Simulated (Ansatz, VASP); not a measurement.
# BP: VASP beside Ansatz, part 2 of 2

Aim: how closely do two programs agree when they are given the same cell, functional and k mesh? The cell is taken from a series of runs on this material, whose earlier steps may have relaxed, scaled, displaced or heated it; both programs get it as it stands.

VASP 6.6.1 and Ansatz 0.2.0.

So far: Starting point; Ansatz: zone-centre phonons, LDA.

### 3. VASP: zone-centre phonons, LDA

Level of this step: LDA; plane waves and PAW (B, P) (VASP).

The same cell, functional (in two slightly different forms) and mesh now go to VASP, with its own data sets.

Lines of VASP's logs that name or quote its potential files are left out, and so is its time.

INCAR

```
SYSTEM = BP
PREC = Accurate
ENCUT = 500
EDIFF = 1E-08
NELM = 120
ISMEAR = 0
SIGMA = 0.01
LREAL = .FALSE.
ALGO = Normal
GGA = CA
NBANDS = 10
LORBIT = 11
LWAVE = .FALSE.
LCHARG = .FALSE.
ISIF = 2
IBRION = 8
LEPSILON = .TRUE.
LASPH = .TRUE.
GGA_COMPAT = .FALSE.
EFERMI = MIDGAP
KPAR = 2
```

POSCAR

```
BP
1.0
   -2.2434908550      0.0000000000      2.2434908550
    0.0000000000      2.2434908550      2.2434908550
   -2.2434908550      2.2434908550      0.0000000000
B P
1 1
Direct
    0.0000000000      0.0000000000      0.0000000000
    0.2500000000      0.2500000000      0.2500000000
```

KPOINTS

```
Automatic mesh
0
Gamma
8 8 8
0 0 0
```

The projector-augmented-wave data sets are B and P (LDA family, release 64).

Run with:

```bash
> mpirun -np 2 vasp_std
```

Numbers of over 12 decimals in the logs are rounded to 6 here.

What it wrote:

```text
[banner, memory and clock lines left out]
running    2 mpi-ranks, on    1 nodes
 distrk:  each k-point on    1 cores,    2 groups
 distr:  one band on    1 cores,    1 groups

 POSCAR found type information on POSCAR B P
 POSCAR found :  2 types and       2 ions
 LDA part: xc-table for (Slater(with rela. corr.)+CA(PZ))
 , standard interpolation
 POSCAR, INCAR and KPOINTS ok, starting setup
 FFT: planning ... GRIDC
 FFT: planning ... GRID_SOFT
 FFT: planning ... GRID
 WAVECAR not read
 entering main loop
       N       E                     dE             d eps       ncg     rms          rms(c)
DAV:   1     0.859651607603E+01    0.85965E+01   -0.40710E+03   580   0.706E+02
DAV:   2    -0.146337903626E+02   -0.23230E+02   -0.21903E+02   772   0.113E+02
DAV:   3    -0.153010565585E+02   -0.66727E+00   -0.66592E+00   724   0.174E+01
DAV:   4    -0.153038279995E+02   -0.27714E-02   -0.27708E-02   728   0.123E+00
DAV:   5    -0.153038401164E+02   -0.12117E-04   -0.12117E-04   684   0.805E-02    0.771E+00
DAV:   6    -0.145339421982E+02    0.76990E+00   -0.17844E+00   654   0.628E+00    0.408E+00
DAV:   7    -0.144101210703E+02    0.12382E+00   -0.29736E-01   734   0.292E+00    0.131E+00
DAV:   8    -0.143970221401E+02    0.13099E-01   -0.35578E-02   690   0.106E+00    0.245E-01
DAV:   9    -0.143970503670E+02   -0.28227E-04   -0.74913E-04   658   0.207E-01    0.161E-01
DAV:  10    -0.143970471677E+02    0.31993E-05   -0.13838E-04   654   0.713E-02    0.336E-02
DAV:  11    -0.143970490823E+02   -0.19147E-05   -0.70230E-06   730   0.141E-02    0.377E-02
DAV:  12    -0.143970487481E+02    0.33426E-06   -0.18952E-06   678   0.633E-03    0.891E-03
DAV:  13    -0.143970487553E+02   -0.72554E-08   -0.77055E-08   748   0.174E-03
   1 F= -.14397049E+02 E0= -.14397049E+02  d E =0.000000E+00
 Linear response reoptimize wavefunctions to high precision
DAV:   1    -0.143970487524E+02    0.29197E-08   -0.13352E-08   660   0.539E-04
DAV:   2    -0.143970487524E+02   -0.13983E-10   -0.24917E-10   338   0.129E-04
 Linear response G [H, r] |phi>, progress :
  Direction:   1
       N       E                     dE             d eps       ncg     rms
RMM:   1    -0.415007357811E+02   -0.41501E+02   -0.94427E+01  1444   0.421E+01
RMM:   2    -0.340533781047E+02    0.74474E+01   -0.19077E+00   933   0.959E+00
RMM:   3    -0.340448052329E+02    0.85729E-02   -0.20158E-02   979   0.976E-01
RMM:   4    -0.340446511696E+02    0.15406E-03    0.27192E-03  1009   0.122E-01
RMM:   5    -0.340449264886E+02   -0.27532E-03    0.23676E-04  1018   0.156E-02
RMM:   6    -0.340449436953E+02   -0.17207E-04    0.71207E-05  1032   0.235E-03
RMM:   7    -0.340449474593E+02   -0.37640E-05    0.32590E-05   997   0.420E-04
RMM:   8    -0.340449478806E+02   -0.42136E-06    0.33056E-05   864   0.148E-04
RMM:   9    -0.340449475218E+02    0.35888E-06    0.35274E-05   769   0.118E-04
RMM:  10    -0.340449487239E+02   -0.12021E-05   -0.34970E-05   746   0.118E-04
RMM:  11    -0.340449476911E+02    0.10328E-05    0.77494E-05   660   0.118E-04
RMM:  12    -0.340449483087E+02   -0.61751E-06    0.19122E-04   572   0.120E-04
 Linear response G [H, r] |phi>, progress :
  Direction:   2
       N       E                     dE             d eps       ncg     rms
RMM:   1    -0.452829677830E+02   -0.45283E+02   -0.98900E+01  1444   0.442E+01
RMM:   2    -0.335027818844E+02    0.11780E+02   -0.30235E+00   941   0.111E+01
RMM:   3    -0.334612245595E+02    0.41557E-01   -0.38538E-02   985   0.117E+00
RMM:   4    -0.334603890594E+02    0.83550E-03    0.27071E-03  1023   0.143E-01
RMM:   5    -0.334606803266E+02   -0.29127E-03    0.17240E-04  1007   0.184E-02
RMM:   6    -0.334606987712E+02   -0.18445E-04   -0.17677E-06  1044   0.277E-03
RMM:   7    -0.334607031651E+02   -0.43939E-05   -0.40593E-05  1001   0.522E-04
RMM:   8    -0.334607037208E+02   -0.55576E-06   -0.16317E-05   877   0.194E-04
RMM:   9    -0.334607037716E+02   -0.50794E-07    0.99797E-05   761   0.159E-04
RMM:  10    -0.334607028103E+02    0.96138E-06    0.19136E-04   712   0.160E-04
RMM:  11    -0.334607017255E+02    0.10847E-05    0.99257E-05   656   0.160E-04
RMM:  12    -0.334607032759E+02   -0.15503E-05    0.19595E-04   567   0.160E-04
 Linear response G [H, r] |phi>, progress :
  Direction:   3
       N       E                     dE             d eps       ncg     rms
RMM:   1    -0.254545588578E+02   -0.25455E+02    0.59954E+01  1386   0.411E+01
RMM:   2    -0.203138804506E+02    0.51407E+01   -0.24457E+00   930   0.989E+00
RMM:   3    -0.202775715683E+02    0.36309E-01   -0.44449E-02   982   0.110E+00
RMM:   4    -0.202766826871E+02    0.88888E-03   -0.40311E-04  1012   0.137E-01
RMM:   5    -0.202766820702E+02    0.61691E-06   -0.12664E-05  1017   0.187E-02
RMM:   6    -0.202766820721E+02   -0.18941E-08   -0.91992E-07  1037   0.284E-03
RMM:   7    -0.202766820675E+02    0.45808E-08    0.16948E-06   985   0.530E-04
RMM:   8    -0.202766818707E+02    0.19678E-06    0.32716E-06   880   0.183E-04
RMM:   9    -0.202766818225E+02    0.48281E-07    0.78620E-07   742   0.140E-04
RMM:  10    -0.202766818352E+02   -0.12718E-07   -0.16902E-05   663   0.139E-04
RMM:  11    -0.202766818960E+02   -0.60822E-07   -0.26084E-05   588   0.140E-04
RMM:  12    -0.202766819487E+02   -0.52721E-07   -0.12572E-05   522   0.140E-04
 Linear response to external field (no local field effect), progress :
[...]
RMM:   2    -0.559677000446E+00   -0.20868E-01   -0.54832E-03  3074   0.442E-01    0.122E+00
RMM:   3    -0.544006997532E+00    0.15670E-01   -0.64835E-03  3150   0.464E-01    0.682E-01
RMM:   4    -0.556480132038E+00   -0.12473E-01   -0.62283E-03  3135   0.464E-01    0.112E-01
RMM:   5    -0.560538162519E+00   -0.40580E-02   -0.15172E-04  3147   0.813E-02    0.172E-02
RMM:   6    -0.560604968372E+00   -0.66806E-04   -0.21123E-06  3275   0.994E-03    0.860E-03
RMM:   7    -0.560677914573E+00   -0.72946E-04   -0.15656E-07  3254   0.280E-03    0.347E-04
RMM:   8    -0.560684801783E+00   -0.68872E-05   -0.43558E-09  3418   0.339E-04    0.177E-04
RMM:   9    -0.560685074915E+00   -0.27313E-06   -0.66154E-09  3340   0.197E-04    0.408E-05
RMM:  10    -0.560684842783E+00    0.23213E-06   -0.19281E-09  2074   0.357E-05    0.594E-06
 change of polarisation eV/A/(eV/A) component  1 :     1.063    -0.310    -0.169
 dielectric tensor                  component  1 :     9.519    -2.483    -1.350
 Linear response to external field, progress :
  Direction:   2
       N       E                     dE             d eps       ncg     rms          rms(c)
RMM:   1    -0.538777396601E+00   -0.53878E+00   -0.24563E+00  4271   0.294E+00
RMM:   2    -0.559674878541E+00   -0.20897E-01   -0.55365E-03  3076   0.442E-01    0.122E+00
RMM:   3    -0.544006190105E+00    0.15669E-01   -0.64972E-03  3151   0.464E-01    0.682E-01
RMM:   4    -0.556478727875E+00   -0.12473E-01   -0.62316E-03  3134   0.464E-01    0.112E-01
RMM:   5    -0.560537685491E+00   -0.40590E-02   -0.15152E-04  3149   0.813E-02    0.172E-02
RMM:   6    -0.560605122474E+00   -0.67437E-04   -0.20598E-06  3278   0.993E-03    0.860E-03
RMM:   7    -0.560678044337E+00   -0.72922E-04   -0.15296E-07  3247   0.280E-03    0.348E-04
RMM:   8    -0.560684937525E+00   -0.68932E-05   -0.28774E-09  3426   0.340E-04    0.177E-04
RMM:   9    -0.560685213621E+00   -0.27610E-06   -0.57274E-09  3336   0.198E-04    0.409E-05
RMM:  10    -0.560684975709E+00    0.23791E-06    0.30034E-09  2095   0.361E-05    0.585E-06
 change of polarisation eV/A/(eV/A) component  2 :    -0.322     1.063     0.192
 dielectric tensor                  component  2 :    -2.579     9.519     1.540
 Linear response to external field, progress :
  Direction:   3
       N       E                     dE             d eps       ncg     rms          rms(c)
RMM:   1    -0.538718728483E+00   -0.53872E+00   -0.24557E+00  4272   0.294E+00
RMM:   2    -0.559673538898E+00   -0.20955E-01   -0.55696E-03  3075   0.442E-01    0.122E+00
RMM:   3    -0.544006475443E+00    0.15667E-01   -0.65040E-03  3150   0.464E-01    0.682E-01
RMM:   4    -0.556478913833E+00   -0.12472E-01   -0.62381E-03  3135   0.464E-01    0.112E-01
RMM:   5    -0.560537648579E+00   -0.40587E-02   -0.15169E-04  3149   0.813E-02    0.172E-02
RMM:   6    -0.560605265880E+00   -0.67617E-04   -0.20945E-06  3282   0.994E-03    0.858E-03
RMM:   7    -0.560677913911E+00   -0.72648E-04   -0.15010E-07  3248   0.279E-03    0.348E-04
RMM:   8    -0.560684807974E+00   -0.68941E-05   -0.45340E-09  3422   0.339E-04    0.176E-04
RMM:   9    -0.560685079396E+00   -0.27142E-06   -0.81915E-09  3340   0.197E-04    0.409E-05
RMM:  10    -0.560684844862E+00    0.23453E-06   -0.71080E-09  2091   0.360E-05    0.591E-06
 change of polarisation eV/A/(eV/A) component  3 :    -0.273     0.241     1.063
 dielectric tensor                  component  3 :    -2.184     1.935     9.519
 Linear response DOF=           2
 Linear response progress:
  Degree of freedom:   1/  2
       N       E                     dE             d eps       ncg     rms          rms(c)
RMM:   1    -0.468831256934E-01   -0.46883E-01   -0.10347E-02  4607   0.116E+00
RMM:   2    -0.429385703908E-01    0.39446E-02   -0.19245E-03  3004   0.242E-01    0.154E-01
RMM:   3    -0.428401925468E-01    0.98378E-04   -0.57616E-04  3053   0.947E-02    0.807E-02
RMM:   4    -0.432433180558E-01   -0.40313E-03   -0.46811E-04  3011   0.892E-02    0.974E-03
RMM:   5    -0.431963694864E-01    0.46949E-04   -0.12351E-05  3204   0.111E-02    0.122E-03
RMM:   6    -0.431972346863E-01   -0.86520E-06   -0.86583E-07  3197   0.136E-03    0.446E-04
RMM:   7    -0.431957632369E-01    0.14714E-05   -0.52321E-07  3265   0.356E-04    0.112E-04
RMM:   8    -0.431959474084E-01   -0.18417E-06   -0.16592E-07  3344   0.648E-05    0.317E-05
RMM:   9    -0.431958935244E-01    0.53884E-07    0.33263E-08  3416   0.246E-05    0.389E-06
RMM:  10    -0.431959269010E-01   -0.33377E-07   -0.13042E-07  3436   0.885E-06    0.140E-06
RMM:  11    -0.431959184376E-01    0.84634E-08   -0.12263E-07  3015   0.589E-06    0.342E-07
RMM:  12    -0.431959222965E-01   -0.38589E-08   -0.30929E-08  2098   0.495E-06    0.630E-08
 first order change of Fermi-energy   0.26201E+01
 force on displaced ion       1 direction 1 : -19.873   0.000   0.000
 Born effective charge ion    1 direction 1 :  -0.666   0.000   0.000
 Linear response progress:
  Degree of freedom:   2/  2
       N       E                     dE             d eps       ncg     rms          rms(c)
RMM:   1    -0.438931830782E-01   -0.43893E-01   -0.44384E-04  4399   0.143E+00
RMM:   2    -0.407396305402E-01    0.31536E-02    0.98080E-04  2956   0.221E-01    0.151E-01
RMM:   3    -0.409310423485E-01   -0.19141E-03    0.13728E-04  3129   0.374E-02    0.858E-02
RMM:   4    -0.412235391881E-01   -0.29250E-03    0.36686E-05  3084   0.360E-02    0.793E-03
RMM:   5    -0.411980839690E-01    0.25455E-04    0.16177E-05  3219   0.610E-03    0.384E-03
RMM:   6    -0.411945450771E-01    0.35389E-05    0.20000E-06  3208   0.822E-04    0.241E-03
RMM:   7    -0.411945699583E-01   -0.24881E-07   -0.88907E-08  3260   0.412E-04    0.116E-04
RMM:   8    -0.411941201883E-01    0.44977E-06   -0.20523E-07  3298   0.715E-05    0.498E-05
RMM:   9    -0.411940504842E-01    0.69704E-07   -0.25915E-07  3423   0.263E-05    0.390E-06
RMM:  10    -0.411940313217E-01    0.19163E-07    0.26975E-08  3466   0.104E-05    0.529E-06
RMM:  11    -0.411940123742E-01    0.18947E-07    0.15394E-07  3031   0.826E-06    0.308E-07
RMM:  12    -0.411940153472E-01   -0.29729E-08    0.12972E-07  1758   0.713E-06    0.101E-07
RMM:  13    -0.411940147458E-01    0.60131E-09    0.13618E-07  1374   0.708E-06    0.299E-08
 first order change of Fermi-energy  -0.26207E+01
 force on displaced ion       2 direction 1 : -19.882   0.000   0.000
 Born effective charge ion    2 direction 1 :   0.585   0.000   0.000
 Born effective charges drift removed
 Linear response finished
```

From OUTCAR (step 3):

```text
ion  position               nearest neighbor table
   1  0.000  0.000  0.000-   2 1.94   2 1.94   2 1.94   2 1.94
   2  0.250  0.250  0.250-   1 1.94   1 1.94   1 1.94   1 1.94

  LATTYP: Found a face centered cubic cell.
 ALAT       =     4.4869817100

 Subroutine GETGRP returns: Found 24 space group operations
 (whereof 24 operations were pure point group operations)

The static configuration has the point symmetry T_d .

 Found     29 irreducible k-points:

   k-points           NKPTS =     29   k-points in BZ     NKDIM =     29   number of bands    NBANDS=     10

   dimension x,y,z NGX =    24 NGY =   24 NGZ =   24
   dimension x,y,z NGXF=    48 NGYF=   48 NGZF=   48

   ENCUT  =  500.0 eV  36.75 Ry    6.06 a.u.   5.78  5.78  5.78*2*pi/ulx,y,z

   NELECT =       8.0000    total number of electrons

 k-points in reciprocal lattice and weights: Automatic mesh
   0.00000000  0.00000000  0.00000000       0.002
   0.12500000  0.00000000  0.00000000       0.016
   0.25000000  0.00000000  0.00000000       0.016
   0.37500000  0.00000000  0.00000000       0.016
   0.50000000  0.00000000  0.00000000       0.008
   0.12500000  0.12500000  0.00000000       0.012
   0.25000000  0.12500000  0.00000000       0.047
   0.37500000  0.12500000  0.00000000       0.047
   0.50000000  0.12500000  0.00000000       0.047
[...]
-0.37500000  0.50000000  0.12500000       0.023
  -0.25000000  0.50000000  0.25000000       0.012

 average (electrostatic) potential at core
       1 -29.5138       2 -81.8718

  Total        0.0453892      0.0453892      0.0453892      0.0000000      0.0000000      0.0000000
  in kB        3.2200307      3.2200307      3.2200307      0.0000000      0.0000000      0.0000000
  external PRESSURE =       3.2200307 kB  Pullay stress =       0.0000000 kB

  energy-cutoff  :      500.00
  volume of cell :       22.58
      direct lattice vectors                 reciprocal lattice vectors
    -2.243490855  0.000000000  2.243490855    -0.222866966 -0.222866966  0.222866966
     0.000000000  2.243490855  2.243490855     0.222866966  0.222866966  0.222866966
    -2.243490855  2.243490855  0.000000000    -0.222866966  0.222866966 -0.222866966

 POSITION                                       TOTAL-FORCE (eV/Angst)
 -----------------------------------------------------------------------------------
      0.00000      0.00000      0.00000        -0.000000      0.000000      0.000000
     -1.12175      1.12175      1.12175         0.000000     -0.000000     -0.000000
 -----------------------------------------------------------------------------------
    total drift:                               -0.000000      0.000000      0.000000

 MACROSCOPIC STATIC DIELECTRIC TENSOR (including local field effects in DFT)
 ------------------------------------------------------
           9.519463     0.000000     0.000000
          -0.000000     9.519463    -0.000000
          -0.000000     0.000000     9.519463
 ------------------------------------------------------

 PIEZOELECTRIC TENSOR (including local field effects)  for field in x, y, z        (C/m^2)
          XX          YY          ZZ          XY          YZ          ZX
  --------------------------------------------------------------------------------
  x    -0.00000    -0.00000    -0.00000     0.00000    -0.16960     0.00000
  y    -0.00000    -0.00000    -0.00000     0.00000     0.00000    -0.16960
  z     0.00000    -0.00000     0.00000    -0.16960     0.00000     0.00000

 BORN EFFECTIVE CHARGES (including local field effects) (in |e|, cummulative output)
 ---------------------------------------------------------------------------------
 ion    1
    1    -0.62759     0.00000    -0.00000
    2    -0.00000    -0.62759     0.00000
    3     0.00000    -0.00000    -0.62759
 ion    2
    1     0.62759    -0.00000     0.00000
    2     0.00000     0.62759    -0.00000
    3    -0.00000     0.00000     0.62759

 Eigenvectors and eigenvalues of the dynamical matrix
 ----------------------------------------------------

   1 f  =   24.620009 THz   154.692076 2PiTHz  821.235087 cm-1   101.820128 meV
             X         Y         Z           dx          dy          dz
      0.000000  0.000000  0.000000    -0.860920    0.000000    0.000000
     -1.121745  1.121745  1.121745     0.508741    0.000000    0.000000

   2 f  =   24.620009 THz   154.692076 2PiTHz  821.235087 cm-1   101.820128 meV
             X         Y         Z           dx          dy          dz
      0.000000  0.000000  0.000000     0.000000   -0.860920    0.000000
     -1.121745  1.121745  1.121745     0.000000    0.508741    0.000000

   3 f  =   24.620009 THz   154.692076 2PiTHz  821.235087 cm-1   101.820128 meV
             X         Y         Z           dx          dy          dz
      0.000000  0.000000  0.000000     0.000000    0.000000    0.860920
     -1.121745  1.121745  1.121745     0.000000    0.000000   -0.508741

   4 f/i=    0.002484 THz     0.015610 2PiTHz    0.082871 cm-1     0.010275 meV
             X         Y         Z           dx          dy          dz
      0.000000  0.000000  0.000000     0.000000    0.508741    0.000000
     -1.121745  1.121745  1.121745     0.000000    0.860920    0.000000

   5 f/i=    0.002484 THz     0.015610 2PiTHz    0.082871 cm-1     0.010275 meV
             X         Y         Z           dx          dy          dz
      0.000000  0.000000  0.000000    -0.508741    0.000000    0.000000
     -1.121745  1.121745  1.121745    -0.860920    0.000000    0.000000

   6 f/i=    0.002484 THz     0.015610 2PiTHz    0.082871 cm-1     0.010275 meV
             X         Y         Z           dx          dy          dz
      0.000000  0.000000  0.000000     0.000000    0.000000   -0.508741
     -1.121745  1.121745  1.121745     0.000000    0.000000   -0.860920

 MACROSCOPIC STATIC DIELECTRIC TENSOR IONIC CONTRIBUTION
 ------------------------------------------------------
           0.158760     0.000000    -0.000000
           0.000000     0.158760    -0.000000
          -0.000000    -0.000000     0.158760
 ------------------------------------------------------

 ELASTIC MODULI CONTR FROM IONIC RELAXATION (kBar)
 Direction    XX          YY          ZZ          XY          YZ          ZX
 --------------------------------------------------------------------------------
 XX          -0.0000     -0.0000     -0.0000     -0.0000      0.0000     -0.0000
 YY          -0.0000     -0.0000     -0.0000     -0.0000     -0.0000     -0.0000
 ZZ          -0.0000     -0.0000     -0.0000      0.0000     -0.0000     -0.0000
 XY          -0.0000     -0.0000      0.0000   -218.3636      0.0000      0.0000
 YZ           0.0000     -0.0000     -0.0000      0.0000   -218.3636      0.0000
 ZX          -0.0000     -0.0000     -0.0000      0.0000      0.0000   -218.3636
 --------------------------------------------------------------------------------

 PIEZOELECTRIC TENSOR IONIC CONTR  for field in x, y, z        (C/m^2)
          XX          YY          ZZ          XY          YZ          ZX
  --------------------------------------------------------------------------------
  x     0.00000     0.00000     0.00000     0.00000     0.17520    -0.00000
  y     0.00000     0.00000     0.00000    -0.00000     0.00000     0.17520
  z     0.00000     0.00000    -0.00000     0.17520    -0.00000    -0.00000
```

### 4. Comparison

Known differences besides the potentials themselves: the two LDA forms differ slightly; fixed occupations in Ansatz, narrow Gaussian smearing in VASP; VASP's run holds the zone centre alone; VASP's response is taken on the typed mesh, Ansatz refines its own for the field response alone; the cutoff is 420 eV in Ansatz and 500 eV in VASP; VASP's log shows a relativistic correction to its local exchange, Ansatz's none. Total energies have different zeros and are not compared.

Compared:

```
                                    quantity  Ansatz   VASP  difference
                                       ε∞ xx    9.18   9.52     -3.58 %
                                       ε∞ yy    9.18   9.52     -3.58 %
                                       ε∞ zz    9.18   9.52     -3.58 %
Born charge of B1 (mean of the diagonal) (e)   -0.65  -0.63       -0.02
Born charge of P2 (mean of the diagonal) (e)    0.65   0.63       +0.02
                  optical mode 1 to 3 (cm⁻¹)   822.9  821.2     +0.20 %
```

Modes are paired by rising frequency, not by their patterns, so a pair may set unlike modes beside each other; they are those without the splitting of longitudinal modes.

### 5. Results

| Item | Value |
| --- | --- |
| r.m.s. difference of the optical zone-centre modes, each program's sorted by frequency (zone-centre phonons, LDA) | 1.7 cm⁻¹ |
| difference in ε∞ xx (zone-centre phonons, LDA) | -3.6 % |

The r.m.s. difference of the optical zone-centre modes, each program's sorted by frequency is 1.7 cm⁻¹ (zone-centre phonons, LDA). Among the rows given in per cent, the largest difference of the zone-centre phonons, LDA pair is in ε∞ xx, -3.6 %. Such differences can come from data sets, numerical settings and the points named under the comparisons, not from the functional's error against experiment.

[Lines on the potential files, build, host, timing and source positions are cut from VASP's logs without a mark.]

[Logs are printed without paths, hosts, clocks, repeated set-up lines and the standing remarks that a program may print on its own settings, such as how far it seeks lower states.]

[Hosts, paths, dates, database ids (printed as entryN), source tags and the programs' standing remarks are cut or masked in the printed files.]
